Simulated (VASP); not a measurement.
Level of theory: PBEsol GGA, VASP's PBE PAW potentials (set 64) (plane waves; VASP 6.6.1).

VASP input:

POSCAR:
```
ZrC
1
   -0.0000000000     2.3360033734     2.3360033734
    2.3360033734     0.0000000000     2.3360033734
    2.3360033734     2.3360033734     0.0000000000
Zr C
1 1
Direct
  0.0107020393  -0.0107020393   0.0107020393
  0.5000000000   0.5000000000   0.5000000000
```

INCAR:
```
ALGO=Normal
EDIFF=1E-7
ENCUT=600
GGA=PS
ISIF=2
ISMEAR=1
LASPH=.TRUE.
LCHARG=.FALSE.
LMAXMIX=4
LREAL=.FALSE.
LWAVE=.FALSE.
NELM=100
PREC=Accurate
SIGMA=0.1
SYSTEM=ZrC
```

File KPOINTS:
```
Automatic mesh
0
Gamma
12 12 12
0 0 0
```

POTCAR, in this order: Zr_sv C (PBE.64 set). Program: vasp_std.

The run wrote:

File OUTCAR:
```
 ion  position               nearest neighbor table
   1  0.011  0.989  0.011-   2 2.29   2 2.34   2 2.34   2 2.34   2 2.34   2 2.39
   2  0.500  0.500  0.500-   1 2.29   1 2.34   1 2.34   1 2.34   1 2.34   1 2.39
  LATTYP: Found a face centered cubic cell.
 ALAT       =     4.6720067468
 Subroutine PRICEL returns:
 Original cell was already a primitive cell.
 Subroutine GETGRP returns: Found  8 space group operations
The static configuration has the point symmetry C_4v.
The dynamic configuration has the point symmetry C_4v.
 Subroutine INISYM returns: Found  8 space group operations
 Subroutine IBZKPT returns following result:
 Found    163 irreducible k-points:

 Following reciprocal coordinates:
            Coordinates               Weight
  0.000000  0.000000  0.000000      1.000000
  0.083333  0.000000  0.000000      8.000000
  0.166667  0.000000  0.000000      8.000000
  0.250000  0.000000  0.000000      8.000000
  0.333333  0.000000  0.000000      8.000000
  0.416667  0.000000  0.000000      8.000000
  0.500000  0.000000  0.000000      4.000000
  0.083333  0.083333  0.000000      4.000000
  0.083333  0.000000  0.083333      2.000000
  0.166667  0.083333  0.000000     16.000000
  0.083333  0.000000  0.166667      8.000000
  0.250000  0.083333  0.000000     16.000000
  0.083333  0.000000  0.250000      8.000000
  0.333333  0.083333  0.000000     16.000000
  0.083333  0.000000  0.333333      8.000000
  0.416667  0.083333  0.000000     16.000000
  0.083333  0.000000  0.416667      8.000000
  0.500000  0.083333  0.000000     16.000000
  0.083333  0.000000  0.500000      8.000000
 -0.416667  0.083333  0.000000     16.000000
  0.083333  0.000000 -0.416667      8.000000
 -0.333333  0.083333  0.000000     16.000000
  0.083333  0.000000 -0.333333      8.000000
 -0.250000  0.083333  0.000000     16.000000
  0.083333  0.000000 -0.250000      8.000000
 -0.166667  0.083333  0.000000     16.000000
  0.083333  0.000000 -0.166667      8.000000
 -0.083333  0.083333  0.000000      8.000000
  0.083333  0.000000 -0.083333      4.000000
  0.166667  0.166667  0.000000      4.000000
  0.166667  0.000000  0.166667      2.000000
  0.250000  0.166667  0.000000     16.000000
  0.166667  0.000000  0.250000      8.000000
  0.333333  0.166667  0.000000     16.000000
  0.166667  0.000000  0.333333      8.000000
  0.416667  0.166667  0.000000     16.000000
  0.166667  0.000000  0.416667      8.000000
  0.500000  0.166667  0.000000     16.000000
  0.166667  0.000000  0.500000      8.000000
 -0.416667  0.166667  0.000000     16.000000
   k-points           NKPTS =    163   k-points in BZ     NKDIM =    163   number of bands    NBANDS=     12
   number of dos      NEDOS =    301   number of ions     NIONS =      2
   total plane-waves  NPLWV =  21952
   dimension x,y,z NGX =    28 NGY =   28 NGZ =   28
   dimension x,y,z NGXF=    56 NGYF=   56 NGZF=   56
   ions per type =               1   1
   PREC   = accura    normal or accurate (medium, high low for compatibility)
   ISTART =      0    job   : 0-new  1-cont  2-samecut
   ICHARG =      2    charge: 1-file 2-atom 10-const
   ISPIN  =      1    spin polarized calculation?
   LNONCOLLINEAR =      F non collinear calculations
   LSORBIT =      F    spin-orbit coupling
   INIWAV =      1    electr: 0-lowe 1-rand  2-diag
   ENCUT  =  600.0 eV  44.10 Ry    6.64 a.u.   6.60  6.60  6.60*2*pi/ulx,y,z
   NELM   =    100;   NELMIN=  2; NELMDL= -5     # of ELM steps
   EDIFF  = 0.1E-06   stopping-criterion for ELM
   LREAL  =      F    real-space projection
   NLSPLINE    = F    spline interpolate recip. space projectors
   LMAXMIX     =    4 max onsite mixed and CHGCAR
...
```

File OSZICAR:
```
       N       E                     dE             d eps       ncg     rms          rms(c)
DAV:   1     0.117820056787E+03    0.11782E+03   -0.97847E+03  3912   0.151E+03
DAV:   2    -0.172700476013E+02   -0.13509E+03   -0.12702E+03  4500   0.355E+02
DAV:   3    -0.235271282550E+02   -0.62571E+01   -0.61193E+01  5840   0.681E+01
DAV:   4    -0.237762718470E+02   -0.24914E+00   -0.24897E+00  5108   0.125E+01
DAV:   5    -0.237811548480E+02   -0.48830E-02   -0.48827E-02  5600   0.158E+00    0.225E+01
DAV:   6    -0.207039772837E+02    0.30772E+01   -0.14657E+01  4416   0.273E+01    0.902E+00
DAV:   7    -0.205823440863E+02    0.12163E+00   -0.66180E-01  4632   0.663E+00    0.637E+00
DAV:   8    -0.205663765343E+02    0.15968E-01   -0.13410E-01  4240   0.335E+00    0.131E+00
DAV:   9    -0.205633375198E+02    0.30390E-02   -0.27230E-02  4872   0.112E+00    0.496E-01
DAV:  10    -0.205633843193E+02   -0.46799E-04   -0.19376E-03  4568   0.557E-01    0.318E-01
DAV:  11    -0.205632449403E+02    0.13938E-03   -0.56868E-04  4416   0.194E-01    0.231E-02
DAV:  12    -0.205632432355E+02    0.17048E-05   -0.78556E-06  5544   0.334E-02    0.108E-02
DAV:  13    -0.205632430402E+02    0.19527E-06   -0.32636E-07  4580   0.582E-03    0.154E-03
DAV:  14    -0.205632430548E+02   -0.14598E-07   -0.24472E-08  2448   0.129E-03
   1 F= -.20563243E+02 E0= -.20563103E+02  d E =-.419627E-03
```

### OUTCAR
```
------------------------ aborting loop because EDIFF is reached ----------------------------------------
  FORCE on cell =-STRESS in cart. coord.  units (eV):
  Direction    XX          YY          ZZ          XY          YZ          ZX
  --------------------------------------------------------------------------------------
  Total       -0.0179969      0.0839816     -0.0179969      0.0000000      0.0000000      0.0000000
  in kB       -1.1309894      5.2776953     -1.1309894      0.0000000      0.0000000      0.0000000
  external PRESSURE =       1.0052389 kB  Pullay stress =       0.0000000 kB
  volume of cell :       25.49
      direct lattice vectors                 reciprocal lattice vectors
     0.000000000  2.336003373  2.336003373    -0.214040787  0.214040787  0.214040787
     2.336003373  0.000000000  2.336003373     0.214040787 -0.214040787  0.214040787
     2.336003373  2.336003373  0.000000000     0.214040787  0.214040787 -0.214040787
 POSITION                                       TOTAL-FORCE (eV/Angst)
 -----------------------------------------------------------------------------------
      2.33600      0.05000      2.33600         0.000000     -0.365812      0.000000
      2.33600      2.33600      2.33600         0.000000      0.365812      0.000000
 -----------------------------------------------------------------------------------
    total drift:                                0.000000      0.000034      0.000000
  FREE ENERGIE OF THE ION-ELECTRON SYSTEM (eV)
  ---------------------------------------------------
  free  energy   TOTEN  =       -20.5632430548 eV

  energy  without entropy=      -20.5628234281  energy(sigma->0) =      -20.56310318
```
(Selected blocks of OUTCAR.)

The compound is ZrC in the rock salt structure. This cell was strained or had an atom moved on purpose.
